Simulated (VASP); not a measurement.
Calculation: r2SCAN meta-GGA, VASP's PBE PAW potentials (set 64) (plane waves; VASP).

Input for VASP

KPOINTS:
```
Automatic mesh
0
gamma
16 16 9
0 0 0
```

### INCAR
```
SYSTEM = Ti
PREC = Normal; ENCUT = 400; LREAL = F
LASPH = T
EDIFF = 1E-5; NELM = 100; NELMIN = 4
ALGO = Normal; LMAXMIX = 4; LMIXTAU = T
ISMEAR = 1; SIGMA = 0.1
METAGGA = R2SCAN
IBRION = 2; NSW = 20; ISIF = 2
EDIFFG = -0.03
LWAVE = F; LCHARG = F
```

**POSCAR**
```
Ti
1
    2.9384827465     0.0000000000     0.0000000000
   -1.4692413732     2.5448007652     0.0000000000
    0.0000000000     0.0000000000     4.6363904241
Ti
2
Direct
  0.6666670000   0.3333330000   0.7500000000
  0.3333330000   0.6666670000   0.2500000000
```

POTCAR, in this order: Ti_sv (PBE.64 set). Program: vasp_std.

Output of the run:

File OUTCAR:
```
 ion  position               nearest neighbor table
   1  0.667  0.333  0.750-   2 2.87   2 2.87   2 2.87   2 2.87   2 2.87   2 2.87
   2  0.333  0.667  0.250-   1 2.87   1 2.87   1 2.87   1 2.87   1 2.87   1 2.87
  LATTYP: Found a hexagonal cell.
 ALAT       =     2.9384827465
 C/A-ratio  =     1.5778178142
 Subroutine PRICEL returns:
 Original cell was already a primitive cell.
 Subroutine GETGRP returns: Found 24 space group operations
The static configuration has the point symmetry D_3d.
 The point group associated with its full space group is D_6h.
The dynamic configuration has the point symmetry D_3d.
 Subroutine INISYM returns: Found 24 space group operations
 Subroutine IBZKPT returns following result:
 Found    150 irreducible k-points:

 Following reciprocal coordinates:
            Coordinates               Weight
  0.000000  0.000000  0.000000      1.000000
  0.062500  0.000000  0.000000      6.000000
  0.125000  0.000000  0.000000      6.000000
  0.187500  0.000000  0.000000      6.000000
  0.250000  0.000000  0.000000      6.000000
  0.312500 -0.000000  0.000000      6.000000
  0.375000  0.000000  0.000000      6.000000
...
```

File OSZICAR:
```
       N       E                     dE             d eps       ncg     rms          rms(c)
DAV:   1     0.219848212372E+03    0.21985E+03   -0.12177E+04  4808   0.163E+03
DAV:   2    -0.413323157361E+01   -0.22398E+03   -0.22277E+03  4904   0.467E+02
DAV:   3    -0.333380070196E+02   -0.29205E+02   -0.29038E+02  9456   0.135E+02
DAV:   4    -0.345314792055E+02   -0.11935E+01   -0.11934E+01  4896   0.293E+01
DAV:   5    -0.345918859442E+02   -0.60407E-01   -0.60406E-01  7968   0.472E+00    0.144E+01
DAV:   6    -0.270852838365E+02    0.75066E+01   -0.21041E+01  6000   0.609E+01    0.195E+00
DAV:   7    -0.246170517970E+02    0.24682E+01   -0.30090E+00  7888   0.141E+01    0.243E+00
DAV:   8    -0.254388323730E+02   -0.82178E+00   -0.59445E-01  6416   0.502E+00    0.189E+00
DAV:   9    -0.259529125238E+02   -0.51408E+00   -0.71150E-01  4800   0.109E+01    0.187E+00
DAV:  10    -0.258841951449E+02    0.68717E-01   -0.26158E-01  5568   0.585E+00    0.351E-01
DAV:  11    -0.258888483707E+02   -0.46532E-02   -0.13134E-02  6776   0.956E-01    0.262E-01
DAV:  12    -0.258784291782E+02    0.10419E-01   -0.13868E-02  6088   0.103E+00    0.885E-02
DAV:  13    -0.258839006876E+02   -0.54715E-02   -0.30897E-03  5648   0.541E-01    0.314E-02
DAV:  14    -0.258837943451E+02    0.10634E-03   -0.16495E-04  5536   0.132E-01    0.168E-02
DAV:  15    -0.258843795970E+02   -0.58525E-03   -0.22071E-04  5048   0.149E-01    0.114E-02
DAV:  16    -0.258842070381E+02    0.17256E-03   -0.38443E-05  4104   0.658E-02    0.675E-03
DAV:  17    -0.258842425353E+02   -0.35497E-04   -0.53604E-06  2736   0.303E-02    0.259E-03
DAV:  18    -0.258842277688E+02    0.14767E-04   -0.15283E-06  2656   0.135E-02    0.185E-03
DAV:  19    -0.258842309014E+02   -0.31327E-05   -0.59649E-07  2608   0.803E-03
   1 F= -.25884231E+02 E0= -.25884424E+02  d E =-.258842E+02
```

OUTCAR:
```
------------------------ aborting loop because EDIFF is reached ----------------------------------------
  FORCE on cell =-STRESS in cart. coord.  units (eV):
  Direction    XX          YY          ZZ          XY          YZ          ZX
  --------------------------------------------------------------------------------------
  Total       -0.1588088     -0.1588088     -0.0454276     -0.0000000      0.0000000      0.0000000
  in kB       -7.3388540     -7.3388544     -2.0992963     -0.0000000      0.0000000      0.0000000
  external PRESSURE =      -5.5923349 kB  Pullay stress =       0.0000000 kB
  volume of cell :       34.67
      direct lattice vectors                 reciprocal lattice vectors
     2.938482747  0.000000000  0.000000000     0.340311680  0.196479036  0.000000000
    -1.469241373  2.544800765  0.000000000     0.000000000  0.392958071  0.000000000
     0.000000000  0.000000000  4.636390424     0.000000000  0.000000000  0.215685028
 POSITION                                       TOTAL-FORCE (eV/Angst)
 -----------------------------------------------------------------------------------
      1.46924      0.84827      3.47729        -0.000000     -0.000000      0.000000
     -0.00000      1.69653      1.15910         0.000000      0.000000      0.000000
 -----------------------------------------------------------------------------------
    total drift:                               -0.000916      0.000529     -0.000016
  FREE ENERGIE OF THE ION-ELECTRON SYSTEM (eV)
  ---------------------------------------------------
  free  energy   TOTEN  =       -25.8842309014 eV

  energy  without entropy=      -25.8848101016  energy(sigma->0) =      -25.88442397

 reached required accuracy - stopping structural energy minimisation
```
(Selected blocks of OUTCAR.)

**OUTCAR**
```
 val. band max:        8.4319005220   @ k =   0.1250   0.0625   0.0000

 cond. band min:       8.4525706820   @ k =   0.1250   0.0625   0.1111


 Fermi energy:         8.4388640843

 k-point     1 :       0.0000    0.0000    0.0000
  band No.  band energies     occupation
      1     -50.8057      2.00000
      2     -50.6575      2.00000
      3     -26.3809      2.00000
      4     -25.7091      2.00000
      5     -25.7086      2.00000
      6     -25.6340      2.00000
      7     -25.6038      2.00000
      8     -25.6033      2.00000
      9       1.8263      2.00000
     10       5.5617      2.00000
     11       9.0278     -0.00000
     12       9.2838     -0.00000
     13       9.2839     -0.00000
     14       9.4156     -0.00000
     15       9.8218     -0.00000
     16       9.8220     -0.00000

 k-point     2 :       0.0625    0.0000    0.0000
  band No.  band energies     occupation
      1     -50.8016      2.00000
      2     -50.6557      2.00000
      3     -26.3718      2.00000
      4     -25.7273      2.00000
      5     -25.7149      2.00000
      6     -25.6378      2.00000
      7     -25.6228      2.00000
      8     -25.6057      2.00000
      9       1.9405      2.00000
     10       5.6506      2.00000
     11       8.8321     -0.00000
     12       9.0521     -0.00000
     13       9.3646     -0.00000
     14       9.5945     -0.00000
     15       9.7651     -0.00000
     16       9.8932     -0.00000

 k-point     3 :       0.1250    0.0000    0.0000
  band No.  band energies     occupation
      1     -50.7896      2.00000
      2     -50.6515      2.00000
      3     -26.3452      2.00000
      4     -25.7798      2.00000
      5     -25.7322      2.00000
      6     -25.6767      2.00000
      7     -25.6494      2.00000
      8     -25.6125      2.00000
      9       2.2747      2.00000
     10       5.8958      2.00000
     11       8.3833      1.79780
     12       8.6972     -0.00158
     13       9.5824     -0.00000
...
```

The compound is Ti in the hcp structure. It was relaxed first.
